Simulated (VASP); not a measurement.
Calculation: PBE0 hybrid, VASP's PBE PAW potentials (set 64) (plane waves; VASP).

VASP ran on this input.

**KPOINTS**
```
Automatic mesh
0
Gamma
6 6 6
0 0 0
```

INCAR:
```
SYSTEM  =  SrTe
PREC  =  Accurate; ENCUT  =  520; LREAL  =  F
LASPH  =  T; ISYM  =  3
EDIFF  =  1E-6; NELM  =  60; ALGO  =  Normal
LMAXMIX  =  4
ISMEAR  =  0; SIGMA  =  0.05
GGA  =  PE; LHFCALC  =  T; AEXX  =  0.25
HFRCUT  =  -1; PRECFOCK  =  Fast
ISIF  =  2
LWAVE  =  F; LCHARG  =  F
```

POSCAR:
```
SrTe
4.7072010
  0.0000000000   0.7071067643   0.7071067643
  0.7071067643   0.0000000000   0.7071067643
  0.7071067643   0.7071067643   0.0000000000
Sr Te
1 1
Cart
  0.0000000000   0.0000000000   0.0000000000
  0.7071067643   0.7071067643   0.7071067643
```

POTCAR, in this order: Sr_sv Te (PBE.64 set). Program: vasp_std. Read from the step before: WAVECAR.

Unless said otherwise, spin-orbit coupling is left out, though it shifts the bands of the heavy elements here.

Problem. Estimate the energy per atom (σ→0), band gap (on the k-mesh).

Solution. 
- energy per atom (σ→0) = -4999 meV/atom
- band gap (on the k-mesh) = 3.08 eV

**OSZICAR**
```
...
DAV:   2    -0.999945328659E+01   -0.99672E-02   -0.29412E-02   484   0.134E+00    0.658E+00
DAV:   3    -0.999864326203E+01    0.81002E-03   -0.20603E-03   552   0.365E-01    0.397E+00
DAV:   4    -0.999822586162E+01    0.41740E-03   -0.56716E-04   460   0.173E-01    0.238E+00
DAV:   5    -0.999812783918E+01    0.98022E-04   -0.27533E-04   564   0.104E-01    0.144E+00
DAV:   6    -0.999810901932E+01    0.18820E-04   -0.68974E-05   504   0.528E-02    0.856E-01
DAV:   7    -0.999810489086E+01    0.41285E-05   -0.17817E-05   584   0.281E-02    0.510E-01
DAV:   8    -0.999810459994E+01    0.29093E-06   -0.37816E-06   504   0.131E-02
   1 F= -.99981046E+01 E0= -.99981046E+01  d E =-.222462E-20
```

The compound is SrTe in the rock salt structure. This cell is one point of a volume scan, at 0.97 of the reference volume. The cell's shape comes from a PBE relaxation.
